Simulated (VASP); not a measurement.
Computed with TPSS meta-GGA, VASP's PBE PAW potentials (set 64) (plane waves; VASP).

The input files of a VASP run:

KPOINTS:
```
Automatic mesh
0
Gamma
14 14 13
0 0 0
```

**POSCAR**
```
WC
1
    1.4446403847    -2.5021906198     0.0000000000
    1.4446403847     2.5021906198     0.0000000000
    0.0000000000     0.0000000000     2.8256520819
W C
1 1
Direct
  0.0000000000   0.0000000000   0.0000000000
  0.3333330000   0.6666670000   0.5000000000
```

### INCAR
```
SYSTEM = WC
PREC = Accurate; ENCUT = 520; LREAL = .False.
LASPH = .True.
EDIFF = 1E-7; NELM = 100; ALGO = Normal
LMAXMIX = 6; LMIXTAU = .True.
ISMEAR = 1; SIGMA = 0.1
METAGGA = TPSS
IBRION = 2; NSW = 30; ISIF = 4
EDIFFG = -0.01
LWAVE = .False.; LCHARG = .False.
```

POTCAR, in this order: W_sv C (PBE.64 set). Program: vasp_std.

Unless said otherwise, spin-orbit coupling is left out, though it shifts the bands of the heavy elements here.

Task: Estimate the energy per atom (σ→0), band gap (on the k-mesh).

Result: 
```yaml
energy per atom (σ→0): -12.621 eV/atom
band gap (on the k-mesh): none (metal, semimetal or under 0.01 eV)
```

File OSZICAR:
```
...
DAV:   3    -0.252421383005E+02    0.39040E-03   -0.11388E-03  4653   0.315E-01    0.394E-02
DAV:   4    -0.252421573864E+02   -0.19086E-04   -0.85179E-05  4953   0.939E-02    0.179E-02
DAV:   5    -0.252421425933E+02    0.14793E-04   -0.22934E-05  4633   0.557E-02    0.499E-03
DAV:   6    -0.252421617649E+02   -0.19172E-04   -0.86431E-06  4458   0.348E-02    0.219E-03
DAV:   7    -0.252421616029E+02    0.16199E-06   -0.67639E-07  4498   0.887E-03    0.118E-03
DAV:   8    -0.252421621909E+02   -0.58802E-06   -0.18409E-07  3523   0.480E-03    0.410E-04
DAV:   9    -0.252421620986E+02    0.92339E-07   -0.23835E-08  2204   0.179E-03
   3 F= -.25242162E+02 E0= -.25242168E+02  d E =-.371506E-03
```

The compound is WC in the wc structure. This cell is one point of a volume scan, at 0.97 of the reference volume. Symmetry was kept, so distortions that lower it aren't found.
